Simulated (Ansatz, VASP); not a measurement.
# Hf (Hafnium) in two plane-wave programs, part 2 of 2

Wanted: the spread between two codes on one cell, functional and k mesh. The cell is taken from a series of runs on this material, whose earlier steps may have relaxed, scaled, displaced or heated it; both programs get it as it stands.

VASP 6.6.1 and Ansatz 0.2.0.

So far: Starting point; VASP: zone-centre phonons, LDA.

### Step 3. Ansatz: zone-centre phonons, LDA

Level of this step: Ansatz beside VASP: Kohn-Sham DFT, plane waves, LDA (Ansatz).

Ansatz runs on its PAW soft_1 files.

The same cell, functional (in two slightly different forms), mesh and smearing now go to Ansatz, which takes its cutoff from its data sets.

input.yaml reads:

```yaml
crystal:
  lattice:
    - [3.2142310303, 0.0, 0.0]
    - [-1.6071155152, 2.7836057259, 0.0]
    - [0.0, 0.0, 4.8362011536]
  atoms:
    - { symbol: Hf, position: [0.3333333333, 0.6666666667, 0.25] }
    - { symbol: Hf, position: [0.6666666667, 0.3333333333, 0.75] }
kpoints:
  mp_grid: { grid: [15, 15, 8] }
hamiltonian:
  xc: lda
  pseudopotentials: { kind: paw, azcp: { folder: soft_1 }, xc_functional: pbe }
scf:
  occupations: { method: methfessel_paxton, width: 0.2 }
output:
  eigenvalues: true
phonons:
  method: dfpt
```

On the command line:

```console
> ansatz run input.yaml --threads 4 --pin off --max-ram 10240MiB --backend cpu --events-out ev --progress --plain --runs-dir out
```

Numbers of over 12 decimals in the logs are rounded to 6 here.

Output:

```text
zone centre: on kpoints.mp_grid the ground state, and the responses unless they are solved on pairs of k-points, stand on 320 of the mesh's 1800 k-points, reduced under 4 symmetry operations, with k and −k counted as one. Each operation leaves every solved displacement unchanged or reverses it
Engine: ansatz 0.2.0, aarch64-unknown-linux-gnu
Pseudopotentials: kind: paw
Pseudopotential: Hf, paw, valence charge 26, recommended cutoff 420 eV (normal), soft_1/Hf.paw.azcp
Functional definition: SPW92
  exchange = slater_x
  correlation = pw_c
Crystal: 2 atoms, lattice volume = 43.270 Å³
Basis set: ecut = 420 eV, 869 PW (Γ), exchange–correlation on 48×48×72 points (8 copies of the dense FFT grid, shifted against one another)
Bands: 32, of which v1, the nominal top of the filled ones, is band 26 counted from 1 (25 counted from 0)
Symmetry: 24 space group operations
k-points: 320 of 1800 (irreducible under 4 space group operations, time reversal used)
Non-local potential: Hf, projectors of the file, l = 0: 3, l = 1: 2, l = 2: 2, l = 3: 3
PAW form: soft (Blöchl's): semilocal exchange-correlation on the pseudo side does not see the compensation charge
PAW frozen core: Hf, regenerated for the run's functional, and the local potential with it (the file was generated under x = pbe(κ = 0.804, μ = 0.219515), c = pbe(β = 0.066725))
PAW one-centre angular grid: Hf, 590 points (default); XC on 64 Gauss nodes
Initial density: superposition of atomic densities (chi_scale 0.1, normalization cell)
Initial wavefunctions: pseudopotential atomic-orbital guess
Functional: x = slater, c = lda
SCF iter   1: F=—  HF=-30955.167564 eV  |F-HF|=—  |Δ(HF+E_count)|=         —  Δρ=3.37e-2  dr2=5.95e-1  ethr=3.10e-3  ⟨swp⟩=5.3  Hψ=35727  notcnv=0
preconditioner: auto → Kerker (q_TF=auto, 2.813 Å⁻¹)  [metal: Δε(μ)=0.037 eV  Ē_g=16.962 eV  σ=0.200 eV  W_gap=0.15  n_scr=22 (ndim 8)  ℏωp=39.1 eV  f_vac=0.000  D(μ)=1.05/eV (n_scr^D=2)]
SCF iter   2: F=—  HF=-30955.032708 eV  |F-HF|=—  |Δ(HF+E_count)|=   1.35e-1  S|Δr|=    0.00e0  Δρ=2.13e-2  dr2=2.38e-1  ethr=1.14e-3  ⟨swp⟩=2.2  Hψ=15728  notcnv=0  defer=47
SCF iter   3: F=—  HF=-30954.974035 eV  |F-HF|=—  |Δ(HF+E_count)|=   5.87e-2  S|Δr|=    0.00e0  Δρ=7.76e-3  dr2=3.05e-2  ethr=4.57e-4  ⟨swp⟩=2.0  Hψ=16254  notcnv=0  defer=63
SCF iter   4: F=—  HF=-30954.936127 eV  |F-HF|=—  |Δ(HF+E_count)|=   3.79e-2  S|Δr|=    0.00e0  Δρ=3.13e-3  dr2=2.22e-3  ethr=5.86e-5  ⟨swp⟩=2.2  Hψ=18781  notcnv=0  defer=63
SCF iter   5: F=—  HF=-30954.937052 eV  |F-HF|=—  |Δ(HF+E_count)|=   9.25e-4  S|Δr|=    0.00e0  Δρ=7.60e-4  dr2=2.53e-4  ethr=4.26e-6  ⟨swp⟩=2.8  Hψ=18421  notcnv=0  defer=62
SCF iter   6: F=—  HF=-30954.937254 eV  |F-HF|=—  |Δ(HF+E_count)|=   2.02e-4  S|Δr|=    0.00e0  Δρ=1.68e-4  dr2=1.20e-5  ethr=4.87e-7  ⟨swp⟩=2.1  Hψ=18662  notcnv=0  defer=62
SCF iter   7: F=—  HF=-30954.937271 eV  |F-HF|=—  |Δ(HF+E_count)|=   1.72e-5  S|Δr|=    0.00e0  Δρ=3.77e-5  dr2=7.80e-7  ethr=2.31e-8  ⟨swp⟩=2.5  Hψ=19534  notcnv=0  defer=62
SCF iter   8: F=—  HF=-30954.937271 eV  |F-HF|=—  |Δ(HF+E_count)|=   1.22e-7  S|Δr|=    0.00e0  Δρ=7.30e-6  dr2=3.06e-8  ethr=1.50e-9  ⟨swp⟩=2.5  Hψ=15964  notcnv=0  defer=135
SCF iter   9: F=—  HF=-30954.937271 eV  |F-HF|=—  |Δ(HF+E_count)|=   2.52e-9  S|Δr|=    0.00e0  Δρ=1.60e-6  dr2=9.57e-10  ethr=5.89e-11  ⟨swp⟩=2.8  Hψ=19135  notcnv=0  defer=135
SCF iter  10: F=—  HF=-30954.937271 eV  |F-HF|=—  |Δ(HF+E_count)|=  3.75e-10  S|Δr|=    0.00e0  Δρ=2.55e-7  dr2=2.21e-11  ethr=1.84e-12  ⟨swp⟩=2.8  Hψ=18105  notcnv=0  defer=135
SCF iter  11: F=-30954.937271 eV  HF=-30954.937271 eV  |F-HF|=7.28e-12  |Δ(HF+E_count)|=  5.09e-11  S|Δr|=    0.00e0  Δρ=8.63e-8  dr2=1.65e-12  ethr=1.00e-12  ⟨swp⟩=5.0  Hψ=96970  notcnv=0
SCF 1 converged in 11 iterations: F = -30954.937271 eV  dr2 = 1.65e-12
  Residual-converged pass: ⟨swp⟩=1.6  Hψ=12111  notcnv=0  max |occ|·‖R‖ = 7.1e-9 eV (tolerance 1.0e-8 eV)  dr2=1.65e-12  dr2_onsite=5.43e-13  max |Δocc| = 2.7e-13
  greatest PAW one-centre occupation: 0.998 electrons in one spin orbital (limit 2), on the Hf atom at site 1 (counted from 0), in its partial waves of l = 3
DFPT response loops at Γ: preconditioner auto → Kerker (q_TF=auto, 2.813 Å⁻¹) (partly filled bands, converged f_vac=0.000); β = 1.00, the filter's whole step (`scf.mixing.beta` (0.50) is not read by the response loops under this deck's `scf.mixing.preconditioner`; to damp them name `kerker` or `kerker_dos`, under which they read `scf.mixing.beta`, and type it under 1.00, their step now; both keys bind the ground state too); Broyden in place of MSR1
SCF converged after 11 iterations
Stability not checked: this state was not tested for a lower state beside it, because cold or Methfessel-Paxton smearing, or corrected tetrahedra, fill the levels in a way that the test cannot read (fill_not_monotonic; see scf.lower_state_search)
Free energy (F): -30954.937271 eV
Harris-Foulkes:  -30954.937271 eV  (|F-HF|=7.28e-12)
Internal energy: -30954.943964 eV  (E = F + TS)
E sigma→0 (E₀):  -30954.938944 eV
Entropy (-TS):   0.006693 eV (3.346 meV/atom)
Fermi energy:    18.539000 eV
Step filling:    the computed levels leave a gap of 0.0000 eV = 0.0 smearing widths at the electron count; against every level under it full and every level over it empty, smearing changes F+E_penalty+E_count by +2.192 meV and its σ→0 estimate by +0.519 meV
--- Per-component energies (eV) ---
  E_band       = 0.546805
  E_kinetic    = 821.821361
  E_local      = -12492.759994  (includes V_loc(G=0)·N_el)
  E_nonlocal   = 142.902332
  E_hartree    = 6085.632298
  E_xc         = -529.773675
  E_vxc        = -511.130471  (∫ρ·V_xc dr)
  E_paw        = -14907.179935  (= ΣΔE_a)
  E_vpaw       = -131.551226  (= ΣTr[D̂ρ^β])
  E_aug_tail   = 0.000221  (compensation charges beyond the density's cutoff)
  E_ewald      = -10080.500748
  E_core_change = 4.914176  (= ΣΔE_core)
  E_smearing   = 0.006693  (= −TS)
  E_closure    = 0.000000  (closes the sum)
  Σ components = -30954.937271   (vs F -30954.937271, Δ=0.00e0)
--- Band table (eV; the first three rows and the last of 320) ---
  k-point 0: bands = [... 22 lower, 11.0398, 14.7782, 19.4916, 19.4916, 19.8379, 20.3975, 20.4796, 20.4796, ... 2 higher]
  k-point 1: bands = [... 22 lower, 11.2025, 14.7366, 19.3473, 19.3473, 19.5404, 20.2510, 20.3124, 20.3124, ... 2 higher]
  k-point 2: bands = [... 22 lower, 11.6714, 14.5336, 18.9880, 19.1635, 19.1635, 19.8548, 19.9363, 19.9363, ... 2 higher]
  k-point 319: bands = [... 22 lower, 15.5391, 15.5391, 17.7261, 17.7261, 18.4744, 18.4744, 20.6830, 20.6830, ... 2 higher]
--- Phonons (Γ-DFPT): 2 representative perturbations + reference, on 320 of 1800 k-points (Σ response iterations 6) ---
  k mesh reduced under 4 symmetry operations, with k and −k counted as one. Each operation leaves every solved displacement unchanged or reverses it
  ASR residual: 3.536e-5 → 0.000e0 eV/Å²; symmetrization residual: 1.657e-9 eV/Å²
  ASR residual per site (eV/Å²): 3.54e-5 3.54e-5
  Γ frequencies (cm⁻¹): 0.00 0.00 0.00 80.90 80.90 128.86
  non-analytic LO–TO correction: not included (Born effective charges unavailable; polar crystals: no LO–TO splitting at Γ)
```

### Step 4. Side by side

Known differences besides the potentials themselves: the two LDA forms differ slightly; the data sets hold 52 valence electrons in Ansatz (on its PAW soft_1 files) and 20 in VASP; the cutoff is 420 eV in Ansatz and 500 eV in VASP; VASP's log shows a relativistic correction to its local exchange, Ansatz's none. Total energies have different zeros and are not compared.

Compared:

| quantity | Ansatz | VASP | difference |
| --- | --- | --- | --- |
| optical mode 1 to 2 (cm⁻¹) | 80.9 | 80.6 | +0.43 % |
| optical mode 3 (cm⁻¹) | 128.9 | 128.1 | +0.57 % |

Modes are paired by rising frequency, not by their patterns, so a pair may set unlike modes beside each other; they are those without the splitting of longitudinal modes.

### Step 5. Outcome

| Quantity | Value |
| --- | --- |
| r.m.s. difference of the optical zone-centre modes, each program's sorted by frequency (zone-centre phonons, LDA) | 0.51 cm⁻¹ |
| difference in optical mode 3 (zone-centre phonons, LDA) | +0.6 % |

In words: The r.m.s. difference of the optical zone-centre modes, each program's sorted by frequency is 0.51 cm⁻¹ (zone-centre phonons, LDA). The data sets hold unlike numbers of valence electrons (52 in Ansatz and 20 in VASP), so part of the differences comes from the potentials. Among the rows given in per cent, the largest difference of the zone-centre phonons, LDA pair is in optical mode 3, +0.6 %. Such differences can come from data sets, numerical settings and the points named under the comparisons, not from the functional's error against experiment.

[Lines on the potential files, build, host, timing and source positions are cut from VASP's logs without a mark.]

[Logs are printed without paths, hosts, clocks, repeated set-up lines and the standing remarks that a program may print on its own settings, such as how far it seeks lower states.]

[Hosts, paths, dates, database ids (printed as entryN), source tags and the programs' standing remarks are cut or masked in the printed files.]
